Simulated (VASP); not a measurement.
# ZnCd2N2: single point with PBE

Crystal: ZnCd2N2.

```xyz
5
Lattice="3.4007 -1.9715 0.0000 3.4007 1.9715 0.0000 -2.2746 0.0000 6.5311" Properties=species:S:1:pos:R:3 pbc="T T T"
Cd    4.4814   -0.0078    1.1358
Cd    0.0245   -0.0415    5.4269
Zn    2.2590   -0.0505    3.2180
N     2.2592    0.0435    5.1456
N     2.2444   -0.0151    1.4353
```

The cell comes from a database or a generator and needn't be the stable form of this composition.

The cell isn't the ideal one: atoms moved at random, drawn with an rms of 0.05 Å.

```
Program                : VASP 6.6.1
Task                   : single point
Functional             : PBE
Potentials or basis    : VASP PAW PBE potentials, release 64 (Cd, Zn, N)
Cutoff                 : 520 eV
k mesh                 : 8 × 8 × 4
Occupations            : fermi-dirac, width 0.05 eV
Spin                   : no spin polarisation
Further INCAR settings : ALGO = Normal; EDIFF = 1e-07; NBANDS = 31
```

| Property | Result |
| --- | --- |
| Pressure | 0.5 GPa |
| Largest force | 2.262 eV/Å |
| Band gap on the k mesh | none (metal or under the smearing width) |

Forces in eV/Å, atoms in the order of the input:
```
Cd   0.270 -0.073 -0.096
Cd  -0.194  0.361 -0.168
Zn  -0.017  0.155  2.256
N    0.123 -0.439 -0.787
N   -0.183 -0.004 -1.206
```

Stress tensor (GPa, compression positive):
```
 1.15  0.96 -0.02
 0.96 -0.91 -0.01
-0.02 -0.01  1.17
```

Levels at points of the mesh, in eV from the Fermi level:
```tsv
k point	band 21	band 22	band 23	band 24	band 25	band 26
(0.00, 0.00, 0.00)	-0.62	-0.57	-0.44	-0.23	1.90	4.74
(0.50, 0.00, 0.00)	-1.75	-1.61	-1.49	1.93	2.13	4.52
(0.00, 0.50, 0.00)	-1.76	-1.71	-1.48	1.97	2.24	4.55
(0.50, 0.50, 0.00)	-2.41	-2.25	-0.96	2.21	2.72	3.86
(0.00, 0.00, 0.50)	-0.83	-0.07	0.05	0.83	1.39	4.24
(0.50, 0.00, 0.50)	-2.34	-2.25	-0.94	2.22	2.73	3.82
(0.00, 0.50, 0.50)	-2.31	-2.23	-0.94	2.12	2.67	3.85
(0.50, 0.50, 0.50)	-1.82	-1.67	-1.49	1.87	2.20	4.61
```

It took 7.8 min on 1 thread of Intel(R) Xeon(R) Platinum 8488C (Sapphire Rapids), with other jobs on the host, peak memory 0.45 GiB.
